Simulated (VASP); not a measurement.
A convergence study with VASP on W (space group Im-3m): one setting is varied, all else stays as given below, so the limit is that of these other settings. Each run relaxes cell and ions from the cell shown. The basis is that of the starting cell, so low cut-offs carry a Pulay error.

```xyz
1
Lattice="-1.5721 1.5721 1.5721 1.5721 -1.5721 1.5721 1.5721 1.5721 -1.5721" Properties=species:S:1:pos:R:3 pbc="T T T"
W      0.0000     0.0000     0.0000
```

Computed with PBE GGA, VASP's PBE PAW potentials (set 64) (plane waves; VASP 6.6.1). The tightest run used: 600 eV cut-off, 15×15×15 Γ-centred mesh, Fermi-Dirac smearing of 0.10 eV, potentials W_sv.

```csv
setting,relaxed volume (Å³/atom),E (eV/atom),plane waves
ENCUT = 150,13.867,-13.4594,71
ENCUT = 180,15.165,-12.9404,96
ENCUT = 210,15.897,-12.9393,116
```

Q: These are the cheaper rows. Estimate the results at ENCUT = 600, and how far the last row shown lies from them.

A: 
```json
[
 {"quantity": "relaxed volume (Å³/atom)", "tightest run": "16.171", "last row shown is off by": "-0.273"},
 {"quantity": "E (eV/atom)", "tightest run": "-12.9526", "last row shown is off by": "0.0133"}
]
```

Left out are rungs that failed or repeat a setting and relaxations that didn't move; long series are thinned to 24 rows.

The structure is a typed W crystal (space group no. 229).
